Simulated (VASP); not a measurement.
Given:

```xyz
4
Lattice="2.1097 -3.6540 0.0000 2.1097 3.6540 0.0000 0.0000 0.0000 6.8523" Properties=species:S:1:pos:R:3 pbc="T T T"
Cd     2.1097    -1.2180     3.4261
Cd     2.1097     1.2180     6.8523
S      2.1097    -1.2180     6.0095
S      2.1097     1.2180     2.5833
```

Calculation: RPBE GGA, VASP's PBE PAW potentials (set 64) (plane waves; VASP 6.6.1). Numerical set-up: 520 eV cut-off, 6×6×4 Γ-centred mesh, Gaussian smearing of 0.050 eV, potentials Cd S.

Give the stress tensor in GPa (positive for a compressed cell).

```
1.56  0.00  0.00
0.00  1.56  0.00
0.00  0.00  1.63
```
The pressure is its mean diagonal, 1.58 GPa.

The compound is CdS in the wurtzite structure. This cell is one point of a volume scan, at 0.97 of the reference volume.
